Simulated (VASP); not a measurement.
A run of VASP 6.6.1:

INCAR

```
SYSTEM = Ag
PREC = Accurate
ENCUT = 300
EDIFF = 1E-6
ISMEAR = 1
SIGMA = 0.1
LREAL = .FALSE.
LASPH = .TRUE.
NELM = 80
ALGO = Normal
ISIF = 3
LWAVE = .FALSE.
LCHARG = .FALSE.
GGA = PE
IBRION = 2
NSW = 90
EDIFFG = -0.01
```

The input KPOINTS:

```
regular mesh
0
G
  8 8 8
  0 0 0
```

The input POSCAR:

```
Ag
1.0
    0.0000000000      2.0427500000      2.0427500000
    2.0427500000      0.0000000000      2.0427500000
    2.0427500000      2.0427500000      0.0000000000
Ag
1
Direct
    0.0000000000      0.0000000000      0.0000000000
```

Potentials or basis: VASP PAW PBE potentials, release 64 (Ag).

Launch:

```console
$ cat potpaw_PBE.64/Ag/POTCAR > POTCAR
$ mpirun -np 1 vasp_std > vasp.out
```

Hardware: 1 thread of Intel(R) Xeon(R) Platinum 8488C (Sapphire Rapids) (shared host).

Problem. How long does it take, and how much memory?

Solution. Wall time 3.7 s on 1 thread of Intel(R) Xeon(R) Platinum 8488C (Sapphire Rapids), on a shared host, peak memory 0.11 GiB. Counts: scf iterations 24, k points 29, ion steps 3.
